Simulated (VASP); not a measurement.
Ga (alpha) relaxed at rising pressure, in one space group throughout; other phases were not tried. The pressures are those reached. Level of theory: PBEsol GGA, VASP's PBE PAW potentials (set 64) (plane waves; VASP).

```csv
P (GPa),V (Å³/atom),k-mesh
0.04,19.068,8×8×7
5.05,17.792,8×8×7
10.13,16.857,8×8×7
20.04,15.621,9×9×7
30.07,14.710,9×9×8
```

A change of mesh leaves a small step in the series.

Task: Fit an equation of state and predict the volume at 44.97 GPa.

Result: Least squares on the third-order Birch-Murnaghan form, P = (3B0/2)(y⁷ − y⁵)[1 + (3/4)(B′ − 4)(y² − 1)] with y = (V0/V)^(1/3), gives V0 = 19.075 Å³/atom, B0 = 61 GPa and B′ = 4.9, and so 13.744 Å³/atom. The run gave 13.726 Å³/atom, -0.1 % from the fit.

Pressures at which the relaxation failed are left out.

The compound is Ga in the alpha structure.
